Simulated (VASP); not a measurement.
Input:

```yaml
crystal:
  lattice:
    - [0.00000, 3.12039, 3.12039]
    - [3.12039, 0.00000, 3.12039]
    - [3.12039, 3.12039, 0.00000]
  atoms:
    - { symbol: Sn, position: [0.00000, 0.00000, 0.00000] }
    - { symbol: Te, position: [0.50000, 0.50000, 0.50000] }
```

Computed with r2SCAN meta-GGA, VASP's PBE PAW potentials (set 64) (plane waves; VASP 6.6.1). Run with 480 eV cut-off, 8×8×8 Γ-centred mesh, Gaussian smearing of 0.050 eV, potentials Sn_d Te.

Question: Give the stress tensor in GPa (positive for a compressed cell).

Answer: 
```
3.16  0.00  0.00
0.00  3.16  0.00
0.00  0.00  3.16
```
The pressure is its mean diagonal, 3.16 GPa.

The compound is SnTe in the rock salt structure, which distorts at low temperature. This cell was strained or had an atom moved on purpose.
